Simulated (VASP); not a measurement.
The system is Mn2ZnAs2.

```
CELL_PARAMETERS angstrom
4.09900 0.00000 0.00000
-2.04950 3.54984 0.00000
0.00000 0.00000 6.57200
ATOMIC_POSITIONS crystal
As 0.66667 0.33333 0.23207
As 0.33333 0.66667 0.76793
Zn 0.00000 0.00000 0.00000
Mn 0.66667 0.33333 0.63056
Mn 0.33333 0.66667 0.36944
```

- Program: VASP 6.6.1
- Task: single point
- Functional: PBE
- Potentials or basis: VASP PAW PBE potentials, release 64 (As, Zn, Mn_pv)
- Cutoff: 520 eV
- k mesh: 8 × 8 × 4
- Occupations: fermi-dirac, width 0.05 eV
- Spin: collinear spin, ferromagnetic start
- Starting moments: [0.0, 0.0, 0.0, 4.0, 4.0] μB

On this cell: pressure -3.0 GPa; largest force 0.474 eV/Å; net moment 7.46 μB per cell; site moments As -0.08; Zn +0.05; Mn +3.56 μB; band gap on the k mesh none (metal or under the smearing width).

The same run follows on a disturbed copy (atoms moved at random, drawn with an rms of 0.05 Å):

```
As Zn Mn
1.0
     4.09900    0.00000    0.00000
    -2.04950    3.54984    0.00000
     0.00000    0.00000    6.57200
As Zn Mn
2 1 2
Cartesian
  2.0353 1.2521 1.5074
  -0.0309 2.4181 5.0381
  -0.0140 0.0297 0.0296
  2.0463 1.1225 4.1439
  -0.0072 2.3659 2.4478
```

**Question.** What does the disturbed cell give?

**Answer.** The energy (extrapolated to zero smearing) moves by +7.5 meV/atom; pressure -3.0 GPa; largest force 0.649 eV/Å; net moment 7.37 μB per cell; site moments As -0.08; Zn +0.05; Mn +3.51, +3.53 μB; band gap on the k mesh none (metal or under the smearing width).

Forces on the atoms (eV/Å):
```
As   0.042 -0.324  0.561
As   0.074 -0.503 -0.393
Zn  -0.008  0.040 -0.022
Mn  -0.049  0.455 -0.333
Mn  -0.060  0.332  0.188
```

Stress tensor (GPa, compression positive):
```
-3.09  0.13  0.09
 0.13 -2.04 -0.09
 0.09 -0.09 -3.96
```

Caveats: only a ferromagnetic start was run, and an antiferromagnetic order may lie lower in energy.
